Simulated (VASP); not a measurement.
Input for VASP

**INCAR**
```
SYSTEM  =  CuCl
PREC  =  Accurate; ENCUT  =  500; LREAL  =  .FALSE.
LASPH  =  .TRUE.
EDIFF  =  1E-6; NELM  =  100; ALGO  =  Normal
LMAXMIX  =  4
ISMEAR  =  0; SIGMA  =  0.05
IBRION  =  2; NSW  =  40; ISIF  =  3
EDIFFG  =  -0.02; PSTRESS  =  50
LWAVE  =  .FALSE.; LCHARG  =  .FALSE.
```

**KPOINTS**
```
Automatic mesh
0
Gamma
9 9 9
0 0 0
```

POSCAR:
```
CuCl
1
   -0.0000000000     2.5569684283     2.5569684283
    2.5569684283     0.0000000000     2.5569684283
    2.5569684283     2.5569684283     0.0000000000
Cu Cl
1 1
Direct
  0.0000000000   0.0000000000   0.0000000000
  0.2500000000   0.2500000000   0.2500000000
```

POTCAR, in this order: Cu Cl (LDA.64 set). Program: vasp_std.

Translate this LDA calculation to Ansatz.

One equivalent input (not run):
Ansatz 0.2 input:
```yaml
crystal:
  lattice:
    - [0.0000000, 2.5569684, 2.5569684]
    - [2.5569684, 0.0000000, 2.5569684]
    - [2.5569684, 2.5569684, 0.0000000]
  atoms:
    - { symbol: Cu, position: [0.0000000, 0.0000000, 0.0000000] }
    - { symbol: Cl, position: [0.2500000, 0.2500000, 0.2500000] }
kpoints:
  mp_grid: { grid: [9, 9, 9] }
hamiltonian:
  xc: lda
  pseudopotentials: { kind: paw }
scf:
  occupations: { method: gaussian, width: 0.05 }
  max_iter: 100
relax:
  max_steps: 40
  f_tol: 0.02
  cell: { p_target: 5 }
output: { forces: true, stress: true, eigenvalues: true }
```
What does not carry over: each code has its own PAW files, so the cut-off isn't converted (ENCUT is set for VASP's; basis.ecutwfc is left out, and Ansatz then takes the one that its files recommend); Ansatz stops its SCF on the density residual and VASP on the energy change (EDIFF); Ansatz's lda is the Perdew-Wang form, while the LDA potentials of VASP carry Perdew-Zunger's.

The compound is CuCl in the zinc blende structure. It was relaxed first under an external pressure of 5 GPa.
